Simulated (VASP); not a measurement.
Energy against volume of ZnO (wurtzite). These are SCAN meta-GGA, VASP's PBE PAW potentials (set 64) (plane waves; VASP) values and carry that method's errors. Numerical set-up: 520 eV cut-off, 8×8×4 Γ-centred mesh, Gaussian smearing of 0.050 eV, potentials Zn O.

Shape and ions are relaxed at each volume.

| V (Å³/atom) | E (eV/atom) |
|---|---|
| 11.075 | -11.45419 |
| 11.428 | -11.47348 |
| 11.782 | -11.47973 |
| 12.135 | -11.47572 |

### Question
Fit these four points and predict the energy of the run at 12.489 Å³/atom.

### Answer
A cubic in V^(−2/3), the third-order Birch-Murnaghan form, passes through the four points with V0 = 11.81 Å³/atom and B0 = 152 GPa, and gives -11.4637 eV/atom there. The run gave -11.4634 eV/atom, +0.3 meV/atom from the fit; all five points give B0 = 154 GPa.

The compound is ZnO in the wurtzite structure. It was relaxed first.
